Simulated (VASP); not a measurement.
VASP runs on BeSe (space group F-43m) share one base input (PBE GGA, plane waves, VASP's PBE PAW potentials (set 64)) and change the settings named in each case.

### KPOINTS
```
Automatic mesh
0
Gamma
11 11 11
0 0 0
```

### INCAR
```
SIGMA  =  0.01   # width (eV)
ISMEAR  =  0
ALGO  =  Normal   # blocked Davidson
EDIFF  =  1E-6   # SCF stop (eV)
ISIF  =  2   # forces and stress, cell fixed
LWAVE  =  .False.
PREC  =  Accurate
SYSTEM  =  BeSe
LREAL  =  .False.
NELM  =  100   # most electronic steps
LASPH  =  .True.   # aspherical one-centre terms
LCHARG  =  .False.
LMAXMIX  =  4   # l cut-off of mixed one-centre charges
ENCUT  =  300   # plane-wave cut-off (eV)
GGA  =  PE
```

POSCAR:
```
BeSe
1
    0.0000000000     2.5488280000     2.5488280000
    2.5488280000     0.0000000000     2.5488280000
    2.5488280000     2.5488280000     0.0000000000
Be Se
1 1
Direct
  0.0000000000   0.0000000000   0.0000000000
  0.2500000000   0.2500000000   0.2500000000
```

POTCAR, in this order: Be Se (PBE.64 set). Program: vasp_std.

```csv
change,E(σ→0) (eV/atom),pressure (GPa)
base run,-4.4186,4.07
"GGA removed, POTCAR Be Se (LDA.64 set)",-5.0043,-0.50
GGA = PS,-4.7214,1.83
GGA = RP,-4.1101,?
GGA = RE,-4.1528,5.70
GGA = 91,-4.4384,?
KPOINTS 1×1×1 Γ-centred mesh,3.4550,81.96
KPOINTS 2×2×2 Γ-centred mesh,-3.5618,14.36
KPOINTS 3×3×3 Γ-centred mesh,-4.2682,6.18
KPOINTS 4×4×4 Γ-centred mesh,-4.3850,4.62
KPOINTS 5×5×5 Γ-centred mesh,-4.4102,4.23
KPOINTS 6×6×6 Γ-centred mesh,-4.4163,4.12
KPOINTS 8×8×8 Γ-centred mesh,-4.4184,4.07
```

Question: What belongs in the gaps?

Answer: 
- GGA = 91, pressure (GPa): 4.08
- GGA = RP, pressure (GPa): 6.15

Energies of different potentials or functionals have different zeros.  At 300 eV the pressure can carry a Pulay error.

Left out are runs that ran out of time, are held back, or changed the cell or the kind of run, fixed moments of cells without a moment, rows past the twelfth, gaps on odd meshes, pressures of charged cells and columns that move by less than the noise.

The structure comes from a computed database's BeSe entry; how it stands against other phases isn't given here. The cell was not relaxed at this level, its lattice was scaled by up to 2.5 %.
